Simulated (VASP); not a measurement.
Given:

```xyz
3
Lattice="0.0000 3.5836 3.5836 3.5836 0.0000 3.5836 3.5836 3.5836 0.0000" Properties=species:S:1:pos:R:3 pbc="T T T"
Ca     5.3755     5.3755     5.3755
Ca     1.7918     1.7918     1.7918
Si     0.0000     0.0000     0.0000
```

These are r2SCAN meta-GGA, VASP's PBE PAW potentials (set 64) (plane waves; VASP 6.6.1) values and carry that method's errors. Numerical set-up: 400 eV cut-off, 5×5×5 Γ-centred mesh, Gaussian smearing of 0.050 eV, potentials Ca_sv Si.

Problem. Predict the energy per atom (σ→0).

Solution. 
```yaml
energy per atom (σ→0): -8.149 eV/atom
```

Total energies compare only between runs with the same potentials, cut-off and functional.

The structure comes from a computed database's Ca2Si entry (Fm-3m); how it stands against other phases isn't given here. It was relaxed first. The start is the result of an earlier pass.
